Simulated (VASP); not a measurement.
The system is CdSb2O4.

```
Cd Sb O
1.0
     1.75000    1.01036   10.83333
    -1.75000    1.01036   10.83333
     0.00000   -2.02073   10.83333
Cd Sb O
1 2 4
Cartesian
  0.0000 0.0000 0.0000
  0.0000 0.0000 18.6062
  0.0000 0.0000 13.8937
  0.0000 0.0000 28.0800
  0.0000 0.0000 4.4200
  0.0000 0.0000 23.0977
  0.0000 0.0000 9.4022
```

The cell was built by a generator and needn't be a form met in nature.

```yaml
Program: VASP 6.6.1
Task: relaxation of cell and atoms
Functional: PBE
Potentials_or_basis: VASP PAW PBE potentials, release 64 (Cd, Sb, O)
Cutoff: 520 eV
k_mesh: 5 × 5 × 5
Occupations: gaussian, width 0.15 eV
Spin: no spin polarisation
```

At the start: pressure -11.2 GPa; volume 16.42 Å³/atom.

How do energy, volume and symmetry change on relaxing?

Over 22 steps the energy falls by 218.9 meV/atom and the volume is 16.24 Å³/atom (-1.1 %); space group R-3m (No. 166, to 0.05 Å).

The path:
| step | energy change (eV) | largest force (eV/Å) | pressure (GPa) | volume (Å³) |
| --- | --- | --- | --- | --- |
| 1 | 0.0000 | 3.0675 | -11.16 | 114.93 |
| 2 | -1.0513 | 0.1274 | 11.75 | 96.90 |
| 3 | -1.1781 | 0.9117 | 4.25 | 100.94 |
| 4 | -1.3687 | 0.5078 | 0.77 | 104.81 |
| 5 | -1.3873 | 0.3658 | -1.00 | 106.54 |
| 6 | -1.4206 | 0.3237 | 0.22 | 105.76 |
| 7 | -1.4309 | 0.2974 | 0.84 | 105.18 |
| 8 | -1.4317 | 0.2820 | 1.31 | 104.92 |
| 9 | -1.4434 | 0.1895 | -0.38 | 106.68 |
| 10 | -1.4439 | 0.1775 | -0.37 | 106.45 |
| 11 | -1.4583 | 0.1742 | -0.29 | 106.87 |
| 12 | -1.4900 | 0.1553 | 0.16 | 108.14 |
| 13 | -1.5120 | 0.1727 | 1.18 | 110.66 |
| 14 | -1.5280 | 0.0637 | -0.30 | 113.36 |
| 15 | -1.5283 | 0.0774 | -0.34 | 114.28 |
| 16 | -1.5208 | 0.1186 | -1.95 | 116.12 |
| 17 | -1.5271 | 0.0697 | -1.15 | 114.79 |
| 18 | -1.5278 | 0.0563 | -1.15 | 114.52 |
| 19 | -1.5280 | 0.0617 | -0.94 | 114.39 |
| 20 | -1.5283 | 0.1339 | 1.24 | 112.50 |
| 21 | -1.5325 | 0.0333 | 0.74 | 113.42 |
| 22 | -1.5320 | 0.0307 | -0.14 | 113.70 |

Final structure:
```yaml
crystal:
  lattice:
    - [1.75595, 1.01380, 10.64486]
    - [-1.75595, 1.01380, 10.64486]
    - [0.00000, -2.02759, 10.64486]
  atoms:
    - { symbol: Cd, position: [0.00000, 0.00000, 0.00000] }
    - { symbol: Sb, position: [0.57615, 0.57615, 0.57615] }
    - { symbol: Sb, position: [0.42385, 0.42385, 0.42385] }
    - { symbol: O, position: [0.88168, 0.88168, 0.88168] }
    - { symbol: O, position: [0.11832, 0.11832, 0.11832] }
    - { symbol: O, position: [0.70710, 0.70710, 0.70710] }
    - { symbol: O, position: [0.29290, 0.29290, 0.29290] }
```
